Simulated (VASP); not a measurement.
Method: PBE GGA, VASP's PBE PAW potentials (set 64) (plane waves; VASP 6.6.1).

VASP ran on this input.

**INCAR**
```
# general
SYSTEM =Ga3InP4
PREC   =Accurate
ENCUT  =400
LREAL  =.False.
LASPH  =.True.

# electronic loop
EDIFF  =1E-6
NELM   =100
ALGO   =Normal
LMAXMIX=4

# smearing
ISMEAR =0
SIGMA  =0.05

# functional
GGA    =PE

# output
LWAVE  =.False.
LCHARG =.True.
```

### POSCAR
```
Ga3InP4
11.233330
  0.4999999996   0.0000000000   0.0000000000
  0.0000000000   0.4999999996   0.0000000000
  0.0000000000   0.0000000000   0.4999999996
In P Ga
1 4 3
Direct
  0.0000000000   0.0000000000   0.0000000000
  0.2599215239   0.2599215239   0.2599215239
  0.7400784761   0.7400784761   0.2599215239
  0.7400784761   0.2599215239   0.7400784761
  0.2599215239   0.7400784761   0.7400784761
  0.5000000000   0.5000000000   0.0000000000
  0.5000000000   0.0000000000   0.5000000000
  0.0000000000   0.5000000000   0.5000000000
```

KPOINTS:
```
Automatic mesh
0
Gamma
4 4 4
0 0 0
```

POTCAR, in this order: In_d P Ga_d (PBE.64 set). Program: vasp_std.

Unless said otherwise, spin-orbit coupling is left out, though it shifts the bands of the heavy elements here.

Q: Predict the energy per atom (σ→0), band gap (on the k-mesh).

A: 
| Property | Result |
|---|---|
| energy per atom (σ→0) | -4.451 eV/atom |
| band gap (on the k-mesh) | 1.05 eV |

### OSZICAR
```
...
DAV:   8    -0.356042129765E+02   -0.45639E-03   -0.16715E-01  1144   0.407E+00    0.560E-01
DAV:   9    -0.356043091758E+02   -0.96199E-04   -0.28724E-02  1160   0.230E+00    0.255E-01
DAV:  10    -0.356044887148E+02   -0.17954E-03   -0.34784E-03  1148   0.420E-01    0.210E-01
DAV:  11    -0.356047149341E+02   -0.22622E-03   -0.48280E-04  1216   0.107E-01    0.798E-02
DAV:  12    -0.356047109593E+02    0.39748E-05   -0.36484E-04  1250   0.239E-01    0.178E-02
DAV:  13    -0.356047201204E+02   -0.91611E-05   -0.46288E-05   954   0.409E-02    0.228E-02
DAV:  14    -0.356047207567E+02   -0.63631E-06   -0.22533E-06   845   0.910E-03
   1 F= -.35604721E+02 E0= -.35604721E+02  d E =-.279194E-14
```

The structure was generated: Ga3InP4 was put into an ordered model structure (P-43m), which need not be its known phase. It was relaxed first.
